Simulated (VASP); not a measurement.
An input for Ansatz (written as the equivalent of a VASP run, and not itself run):

Ansatz 0.2 input:
```yaml
crystal:
  lattice:
    - [4.3584538, 0.0000000, 0.0000000]
    - [0.0000000, 4.3584538, 0.0000000]
    - [0.0000000, 0.0000000, 6.1460525]
  atoms:
    - { symbol: Cd, position: [0.5000000, 0.5000000, 0.5000000] }
    - { symbol: Hg, position: [0.0000000, 0.0000000, 0.0000000] }
    - { symbol: Se, position: [0.0000000, 0.5000000, 0.2529870] }
    - { symbol: Se, position: [0.5000000, 0.0000000, 0.7470130] }
kpoints:
  mp_grid: { grid: [5, 5, 4] }
hamiltonian:
  xc: r2scan
  pseudopotentials: { kind: paw }
scf:
  occupations: { method: gaussian, width: 0.05 }
  max_iter: 100
relax:
  max_steps: 30
  f_tol: 0.001
output: { forces: true, stress: true, eigenvalues: true }
```

Translate this input to VASP (INCAR, KPOINTS, POSCAR, choice of POTCAR).

One answer among several that fit: 
### KPOINTS
```
Automatic mesh
0
Gamma
5 5 4
0 0 0
```

### INCAR
```
NELM  =  100
SIGMA  =  0.05   ! width (eV)
ISIF  =  2   ! forces and stress, cell fixed
ENCUT  =  400
LASPH  =  .TRUE.   ! aspherical one-centre terms
LWAVE  =  .FALSE.
SYSTEM  =  CdHgSe2
IBRION  =  1
ALGO  =  Normal
LMIXTAU  =  .TRUE.
EDIFFG  =  -0.001
LCHARG  =  .FALSE.
NSW  =  30   ! most ionic steps
LREAL  =  .FALSE.   ! projection in real space or not
EDIFF  =  1E-8   ! SCF stop (eV)
METAGGA  =  R2SCAN
PREC  =  Accurate
ISMEAR  =  0   ! Gaussian
LMAXMIX  =  6
```

### POSCAR
```
CdHgSe2
1.0
  4.3584537766   0.0000000000   0.0000000000
  0.0000000000   4.3584537766   0.0000000000
  0.0000000000   0.0000000000   6.1460525302
Cd Hg Se
1 1 2
Cartesian
  2.1792268883   2.1792268883   3.0730262651
  0.0000000000   0.0000000000   0.0000000000
  0.0000000000   2.1792268883   1.5548714683
  2.1792268883   0.0000000000   4.5911810619
```

POTCAR, in this order: Cd Hg Se (PBE.64 set). Program: vasp_std.

What does not carry over: each code has its own PAW files, so the cut-off isn't converted (ENCUT is set for VASP's; basis.ecutwfc is left out, and Ansatz then takes the one that its files recommend); Ansatz stops its SCF on the density residual and VASP on the energy change (EDIFF).

The structure comes from a computed database's CdHgSe2 entry (P-4m2); how it stands against other phases isn't given here. This run relaxes the ions in a fixed cell. Symmetry was kept, so distortions that lower it aren't found. The start is the result of an earlier pass.
